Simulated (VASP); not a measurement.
Energy against volume of PbO2 (rutile). Computed with RPBE GGA, VASP's PBE PAW potentials (set 64) (plane waves; VASP). Run with 520 eV cut-off, 5×5×7 Γ-centred mesh, Gaussian smearing of 0.050 eV, potentials Pb_d O.

Shape and ions are relaxed at each volume.

```
V (Å³/atom)  E (eV/atom)
-----------  -----------
14.848          -4.93448
15.307          -4.93955
15.767          -4.93675
16.226          -4.92768
```

Q: Fit these four points and predict the energy of the run at 14.389 Å³/atom.

A: A cubic in V^(−2/3), the third-order Birch-Murnaghan form, passes through the four points with V0 = 15.36 Å³/atom and B0 = 89 GPa, and gives -4.9196 eV/atom there. The run gave -4.9196 eV/atom, +0.0 meV/atom from the fit; all five points give B0 = 89 GPa.

The compound is PbO2 in the rutile structure. It was relaxed first, which changed the volume by +10 %.
